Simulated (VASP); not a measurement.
VASP runs on NiAl (CsCl type) share one base input (PBE GGA, plane waves, VASP's PBE PAW potentials (set 64)) and change the settings named in each case.

**INCAR**
```
ALGO  =  Normal
EDIFF  =  1E-6
ENCUT  =  400
GGA  =  PE
ISIF  =  2
ISMEAR  =  1
LASPH  =  .True.
LCHARG  =  .False.
LMAXMIX  =  4
LREAL  =  .False.
LWAVE  =  .False.
NELM  =  100
PREC  =  Accurate
SIGMA  =  0.1
SYSTEM  =  NiAl
```

### KPOINTS
```
Automatic mesh
0
Gamma
11 11 11
0 0 0
```

File POSCAR:
```
NiAl
2.890
  1.0000000000   0.0000000000   0.0000000000
  0.0000000000   1.0000000000   0.0000000000
  0.0000000000   0.0000000000   1.0000000000
Al Ni
1 1
Cart
  0.5000000000   0.5000000000   0.5000000000
  0.0000000000   0.0000000000   0.0000000000
```

POTCAR, in this order: Al Ni (PBE.64 set). Program: vasp_std.

```json
[
 {"change": "base run", "E(σ→0) (eV/atom)": "-5.2676", "pressure (GPa)": "0.48"},
 {"change": "IVDW = 12", "E(σ→0) (eV/atom)": "-5.7063", "pressure (GPa)": "…"},
 {"change": "GGA = PS", "E(σ→0) (eV/atom)": "-5.7865", "pressure (GPa)": "-4.54"},
 {"change": "IVDW = 13", "E(σ→0) (eV/atom)": "-5.7046", "pressure (GPa)": "-4.92"},
 {"change": "GGA = 91", "E(σ→0) (eV/atom)": "-5.2428", "pressure (GPa)": "0.48"},
 {"change": "GGA = RE", "E(σ→0) (eV/atom)": "-4.9524", "pressure (GPa)": "3.26"},
 {"change": "GGA removed, LMIXTAU = .TRUE., METAGGA = TPSS", "E(σ→0) (eV/atom)": "-11.2666", "pressure (GPa)": "-3.47"}
]
```

**Question.** Fill in the missing entries.

**Answer.** 
- IVDW = 12, pressure (GPa): -5.55

Energies of different potentials or functionals have different zeros.

Left out are runs that ran out of time, are held back, or changed the cell or the kind of run, fixed moments of cells without a moment, rows past the twelfth, gaps on odd meshes, pressures of charged cells and columns that move by less than the noise.

The compound is NiAl in the CsCl type structure. The cell was not relaxed at this level. The run is not spin-polarised, so no magnetic state was tried. The electron count is odd and the run is not spin-polarised, which forces a metal.
